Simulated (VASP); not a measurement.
A convergence study with VASP on AlN (zinc blende): one setting is varied, all else stays as given below, so the limit is that of these other settings.

```yaml
crystal:
  lattice:
    - [0.00000, 2.19000, 2.19000]
    - [2.19000, 0.00000, 2.19000]
    - [2.19000, 2.19000, 0.00000]
  atoms:
    - { symbol: Al, position: [0.00000, 0.00000, 0.00000] }
    - { symbol: N, position: [0.25000, 0.25000, 0.25000] }
```

The numbers are results of LDA (Ceperley-Alder, Perdew-Zunger), VASP's LDA PAW potentials (set 64) (plane waves; VASP), not measurements. The tightest run used: 700 eV cut-off, 20×20×20 Γ-centred mesh, Gaussian smearing of 0.050 eV, potentials Al N.

Problem. The settings run are 1×1×1 mesh; 2×2×2 mesh; 3×3×3 mesh; 4×4×4 mesh; 5×5×5 mesh; 6×6×6 mesh; 7×7×7 mesh; 8×8×8 mesh; 9×9×9 mesh; 10×10×10 mesh; 11×11×11 mesh; 12×12×12 mesh; 13×13×13 mesh; 14×14×14 mesh; 15×15×15 mesh; 16×16×16 mesh; 17×17×17 mesh; 18×18×18 mesh; 19×19×19 mesh; 20×20×20 mesh. From which on does the energy per atom stay within 0.002 eV/atom of the tightest run?

Solution. From 6×6×6 mesh on: it is off by 0.0010 there and by no more than 0.002 in any finer run, while 5×5×5 mesh is off by 0.0040.
```tsv
setting	E (eV/atom)	pressure (GPa)	irreducible k-points	difference judged (eV/atom)
1×1×1 mesh	-2.2213	13.38	1	5.9647
2×2×2 mesh	-7.4508	-0.35	3	0.7351
3×3×3 mesh	-8.0836	-4.41	4	0.1024
4×4×4 mesh	-8.1669	-4.76	8	0.0190
5×5×5 mesh	-8.1819	-4.80	10	0.0040
6×6×6 mesh	-8.1850	-4.80	16	0.0010
7×7×7 mesh	-8.1857	-4.80	20	0.0002
8×8×8 mesh	-8.1859	-4.80	29	0.0001
9×9×9 mesh	-8.1859	-4.80	35	0.0000
10×10×10 mesh	-8.1859	-4.80	47	0.0000
11×11×11 mesh	-8.1859	-4.80	56	0.0000
12×12×12 mesh	-8.1859	-4.80	72	0.0000
13×13×13 mesh	-8.1859	-4.80	84	0.0000
14×14×14 mesh	-8.1859	-4.80	104	0.0000
15×15×15 mesh	-8.1859	-4.80	120	0.0000
16×16×16 mesh	-8.1859	-4.80	145	0.0000
17×17×17 mesh	-8.1859	-4.80	165	0.0000
18×18×18 mesh	-8.1859	-4.80	195	0.0000
19×19×19 mesh	-8.1859	-4.80	220	0.0000
20×20×20 mesh	-8.1859	-4.80	256	0.0000
```

Left out are rungs that failed or repeat a setting and relaxations that didn't move; long series are thinned to 24 rows.

The compound is AlN in the zinc blende structure, a metastable form; wurtzite is the usual one. The cell was not relaxed at this level.
